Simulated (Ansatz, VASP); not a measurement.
# Cross-check of TaTeS (1T-TaSTe monolayer) between VASP and Ansatz, part 2 of 2

Aim: how closely do two programs agree when they are given the same cell, functional and k mesh? The structure shown is the start of the Ansatz relaxation below; VASP solves that cell, so the two are compared at the walk's first step.

VASP 6.6.1 and Ansatz 0.2.0.

So far: The starting structure; Ansatz: relaxation, PBE with D3(BJ).

## (3) VASP: single point, PBE with D3(BJ), start cell

Level of this step: PBE with D3(BJ), zero-moment start; plane waves and PAW (Te, Ta_pv, S) (VASP).

The same cell, functional, mesh and smearing now go to VASP, with its own data sets.

Lines of VASP's logs that name or quote its potential files are left out, and so is its time.

Input file INCAR:

```
SYSTEM = TaTeS
PREC = Accurate
ENCUT = 400
EDIFF = 1E-06
NELM = 200
ISMEAR = -1
SIGMA = 0.05
LREAL = .FALSE.
ALGO = Normal
GGA = PE
IVDW = 12
NBANDS = 19
ISPIN = 2
MAGMOM = -0 0 0
LASPH = .TRUE.
LMAXMIX = 4
LORBIT = 11
LWAVE = .FALSE.
LCHARG = .FALSE.
ISIF = 2
LDIPOL = .TRUE.
IDIPOL = 3
DIPOL = 0.5 0.5 0.502
LVHAR = .TRUE.
GGA_COMPAT = .FALSE.
NELMDL = -8
KPAR = 2
```

Input file POSCAR:

```
TaTeS
1.0
    3.7626450000      0.0000000000      0.0000000000
   -1.8813220000      3.2585460000      0.0000000000
    0.0000000000      0.0000000000     37.7947250000
Te Ta S
1 1 1
Direct
    0.6666664895      0.3333333333      0.4550899630
    0.0000000000      0.0000000000      0.5071116935
    0.3333332447      0.6666666667      0.5449100370
```

Input file KPOINTS:

```
Automatic mesh
0
Gamma
12 12 1
0 0 0
```

The projector-augmented-wave data sets are Te, Ta_pv and S (PBE family, release 64).

Command:

```
$ mpirun -np 2 vasp_std
```

Numbers of over 12 decimals in the logs are rounded to 6 here.

The program printed:

```text
[banner, memory and clock lines left out]
running    2 mpi-ranks, on    1 nodes
 distrk:  each k-point on    1 cores,    2 groups
 distr:  one band on    1 cores,    1 groups

 POSCAR found type information on POSCAR TeTaS
 POSCAR found :  3 types and       3 ions
 LDA part: xc-table for (Slater+PW92), standard interpolation
 POSCAR, INCAR and KPOINTS ok, starting setup
 FFT: planning ... GRIDC
 FFT: planning ... GRID_SOFT
 FFT: planning ... GRID
 WAVECAR not read
 entering main loop
       N       E                     dE             d eps       ncg     rms          rms(c)
DAV:   1     0.101198814619E+03    0.10120E+03   -0.81407E+03  1892   0.653E+02
DAV:   2    -0.850170455018E+01   -0.10970E+03   -0.10433E+03  1946   0.140E+02
DAV:   3    -0.220173560240E+02   -0.13516E+02   -0.13399E+02  2166   0.470E+01
DAV:   4    -0.223021059523E+02   -0.28475E+00   -0.28381E+00  2351   0.814E+00
DAV:   5    -0.223045175785E+02   -0.24116E-02   -0.24099E-02  2145   0.732E-01
DAV:   6    -0.223045736473E+02   -0.56069E-04   -0.56065E-04  2224   0.902E-02
DAV:   7    -0.223045743305E+02   -0.68319E-06   -0.68311E-06  2083   0.920E-03
DAV:   8    -0.223045743434E+02   -0.12834E-07   -0.13027E-07  1704   0.130E-03    0.127E+01
DAV:   9    -0.208228177912E+02    0.14818E+01   -0.84151E+00  1600   0.142E+01    0.723E+00
DAV:  10    -0.207191617106E+02    0.10366E+00   -0.32510E+00  1714   0.630E+00    0.334E+00
DAV:  11    -0.206130355398E+02    0.10613E+00   -0.96586E-01  1831   0.408E+00    0.884E-01
DAV:  12    -0.206079287881E+02    0.51068E-02   -0.72756E-02  1782   0.117E+00    0.261E-01
DAV:  13    -0.206072218922E+02    0.70690E-03   -0.49337E-03  1862   0.362E-01    0.276E-01
DAV:  14    -0.206069548359E+02    0.26706E-03   -0.10172E-03  1906   0.156E-01    0.172E-01
[...]
DAV:  22    -0.206068471496E+02   -0.39651E-04   -0.10579E-06  1528   0.300E-03    0.235E-03
DAV:  23    -0.206068695710E+02   -0.22421E-04   -0.43305E-07  1596   0.196E-03    0.144E-03
DAV:  24    -0.206068755251E+02   -0.59541E-05   -0.65995E-08  1562   0.909E-04    0.856E-04
DAV:  25    -0.206068818857E+02   -0.63606E-05   -0.11080E-07  1527   0.940E-04    0.678E-04
DAV:  26    -0.206068853430E+02   -0.34574E-05   -0.50139E-08  1522   0.659E-04    0.334E-04
DAV:  27    -0.206068867411E+02   -0.13981E-05   -0.11374E-08  1291   0.347E-04    0.266E-04
DAV:  28    -0.206068883917E+02   -0.16506E-05   -0.20442E-08  1358   0.342E-04    0.122E-04
DAV:  29    -0.206068888983E+02   -0.50661E-06   -0.40471E-09  1194   0.168E-04
   1 F= -.21444612E+02 E0= -.21432921E+02  d E =-.233816E-01  mag=    -0.0000
```

From OUTCAR (step 3):

```text
ion  position               nearest neighbor table
   1  0.667  0.333  0.455-   2 2.93   2 2.93   2 2.93
   2  0.000  0.000  0.507-   3 2.60   3 2.60   3 2.60   1 2.93   1 2.93   1 2.93
   3  0.333  0.667  0.545-   2 2.60   2 2.60   2 2.60

  LATTYP: Found a hexagonal cell.
 ALAT       =     3.7626450000
 C/A-ratio  =    10.0447225290

 Subroutine GETGRP returns: Found  6 space group operations
 (whereof  6 operations were pure point group operations)

The static configuration has the point symmetry C_3v.

 Found     19 irreducible k-points:

   k-points           NKPTS =     19   k-points in BZ     NKDIM =     19   number of bands    NBANDS=     19

   dimension x,y,z NGX =    28 NGY =   28 NGZ =  250
   dimension x,y,z NGXF=    56 NGYF=   56 NGZF=  500

   ENCUT  =  400.0 eV  29.40 Ry    5.42 a.u.   6.14  6.14 61.63*2*pi/ulx,y,z

   NELECT =      23.0000    total number of electrons

 k-points in reciprocal lattice and weights: Automatic mesh
   0.00000000  0.00000000  0.00000000       0.007
   0.08333333 -0.00000000  0.00000000       0.042
   0.16666667  0.00000000  0.00000000       0.042
   0.25000000 -0.00000000  0.00000000       0.042
   0.33333333 -0.00000000  0.00000000       0.042
   0.41666667  0.00000000  0.00000000       0.042
   0.50000000 -0.00000000  0.00000000       0.021
   0.08333333  0.08333333  0.00000000       0.042
   0.16666667  0.08333333  0.00000000       0.083
[...]
0.33333333  0.25000000  0.00000000       0.083
   0.33333333  0.33333333  0.00000000       0.014

 dipolmoment           0.000000      0.000000      0.056298 electrons x Angstroem

 average (electrostatic) potential at core
       1 -97.5837       2 -47.3356       3 -94.9874

 E-fermi :  -3.0360

 spin component 1
 k-point     1 :       0.0000    0.0000    0.0000
  band No.  band energies     occupation
    ...
      7      -6.4805      1.00000
      8      -6.4805      1.00000
      9      -5.4149      1.00000
     10      -3.0695      0.66116
     11      -3.0695      0.66114
     12      -3.0228      0.43419
     13      -3.0228      0.43416
     14      -2.5704      0.00009
     15       0.0379      0.00000
     16       0.2294      0.00000
    ...

 k-point     2 :       0.0833   -0.0000    0.0000
  band No.  band energies     occupation
    ...
      7      -6.6803      1.00000
      8      -6.4586      1.00000
      9      -5.2562      1.00000
     10      -3.9076      1.00000
     11      -3.5539      0.99997
     12      -2.9386      0.12468
     13      -2.5367      0.00005
     14      -2.2387      0.00000
     15      -0.1627      0.00000
     16       0.1653      0.00000
    ...

 k-point     3 :       0.1667    0.0000    0.0000
  band No.  band energies     occupation
    ...
      8      -6.4115      1.00000
      9      -5.2041      1.00000
     10      -4.8805      1.00000
     11      -3.9726      1.00000
     12      -3.1031      0.79279
     13      -2.1314      0.00000
     14      -2.0140      0.00000
     15      -0.5354      0.00000
     16       0.0728      0.00000
     17       0.8180      0.00000
    ...

 k-point     4 :       0.2500   -0.0000    0.0000
  band No.  band energies     occupation
    ...
      8      -6.3820      1.00000
      9      -6.1600      1.00000
     10      -5.0150      1.00000
     11      -4.2477      1.00000
     12      -3.3657      0.99863
     13      -1.9308      0.00000
     14      -1.8955      0.00000
     15      -0.3963      0.00000
     16       0.0851      0.00000
     17       1.3803      0.00000
    ...

 k-point     5 :       0.3333   -0.0000    0.0000
  band No.  band energies     occupation
    ...
      8      -6.6928      1.00000
      9      -6.3971      1.00000
     10      -5.2927      1.00000
     11      -4.3772      1.00000
     12      -3.5820      0.99998
     13      -1.7749      0.00000
     14      -1.7393      0.00000
     15      -0.0426      0.00000
     16       0.1752      0.00000
     17       1.2292      0.00000
    ...

 k-point     6 :       0.4167    0.0000    0.0000
  band No.  band energies     occupation
    ...
      8      -6.5459      1.00000
      9      -6.4346      1.00000
     10      -5.5376      1.00000
     11      -4.4159      1.00000
     12      -3.6842      1.00000
     13      -1.6901      0.00000
     14      -1.5204      0.00000
     15      -0.0465      0.00000
     16       0.2461      0.00000
     17       1.0126      0.00000
    ...

 Edisp (eV)   -0.83772

  Total      -6.34600    -6.34600    -4.74891    -0.00000     0.00000     0.00000
  in kB     -21.94129   -21.94129   -16.41935    -0.00000     0.00000     0.00000
  external pressure =      -20.10 kB  Pullay stress =        0.00 kB

  energy-cutoff  :      400.00
  volume of cell :      463.39
      direct lattice vectors                 reciprocal lattice vectors
     3.762645000  0.000000000  0.000000000     0.265770489  0.153442630  0.000000000
    -1.881322000  3.258546000  0.000000000     0.000000000  0.306885341  0.000000000
     0.000000000  0.000000000 37.794725000     0.000000000  0.000000000  0.026458719

 POSITION                                       TOTAL-FORCE (eV/Angst)
 -----------------------------------------------------------------------------------
      1.88132      1.08618     17.20000        -0.000000     -0.000000      1.374646
      0.00000      0.00000     19.16615         0.000000      0.000000      0.043044
     -0.00000      2.17236     20.59472         0.000000     -0.000000     -1.417690
 -----------------------------------------------------------------------------------
    total drift:                                0.000370      0.000001     -0.000247

  FREE ENERGIE OF THE ION-ELECTRON SYSTEM (eV)
  ---------------------------------------------------
  free  energy   TOTEN  =       -21.4446122580 eV

  energy  without entropy=      -21.4212306295  energy(sigma->0) =      -21.43292144

 vacuum level on the upper side and lower side of the slab         2.071         1.241

 total charge
# of ion       s       p       d       tot
------------------------------------------
    1        1.384   1.950   0.039   3.373
    2        0.276   6.117   2.129   8.522
    3        1.347   2.316   0.000   3.663
--------------------------------------------------
tot          3.008  10.383   2.168  15.558

 magnetization (x)
# of ion       s       p       d       tot
------------------------------------------
    1        0.000   0.000  -0.000   0.000
    2       -0.000  -0.000  -0.000  -0.000
    3        0.000   0.000   0.000   0.000
--------------------------------------------------
tot         -0.000   0.000  -0.000  -0.000

[... 4 further parts left out ...]
```

This run allows spin, but its moments start at zero, where symmetry between the spins tends to hold them. Its electron count is odd, so without a moment it is a metal by construction.

## (4) Differences

Known differences besides the potentials themselves: Ansatz cuts the interaction across the vacuum, VASP repeats the sheet with a dipole correction; the data sets hold 35 valence electrons in Ansatz (on its default PAW (the set named soft_2) files) and 23 in VASP; the cutoff is 420 eV in Ansatz and 400 eV in VASP. Total energies have different zeros and are not compared.

Forces (eV/Å; atoms numbered as in POSCAR):

| atom | Ansatz x, y, z | VASP x, y, z |
| --- | --- | --- |
| Te1 | 0.000, 0.000, 1.384 | 0.000, 0.000, 1.375 |
| Ta2 | 0.000, 0.000, 0.037 | 0.000, 0.000, 0.043 |
| S3 | 0.000, 0.000, -1.421 | 0.000, 0.000, -1.418 |

The forces differ by 4.0 meV/Å r.m.s., which is 0.6 % of the r.m.s. force of 0.658 eV/Å (both taken over all components). Moments aren't recorded for both runs of this pair, so they may hold unlike magnetic states. With vacuum in the cell, a pressure given here is an average over mostly empty space and none of the material.

## (5) Outcome

```json
{"r.m.s. force difference (single point, PBE with D3(BJ), start cell)": "0.61 % of the r.m.s. force"}
```

The r.m.s. force difference is 0.61 % of the r.m.s. force (single point, PBE with D3(BJ), start cell), within the 3 % picked in this series as the mark of a large difference. The data sets hold unlike numbers of valence electrons (35 in Ansatz and 23 in VASP), so part of the differences comes from the potentials. 1 further run of this series is not shown here. How closely two codes agree says nothing of how well the functional describes the real material.

[Lines on the potential files, build, host, timing and source positions are cut from VASP's logs without a mark.]

[Logs are printed without paths, hosts, clocks, repeated set-up lines and the standing remarks that a program may print on its own settings, such as how far it seeks lower states.]

[Hosts, paths, dates, database ids (printed as entryN), source tags and the programs' standing remarks are cut or masked in the printed files.]
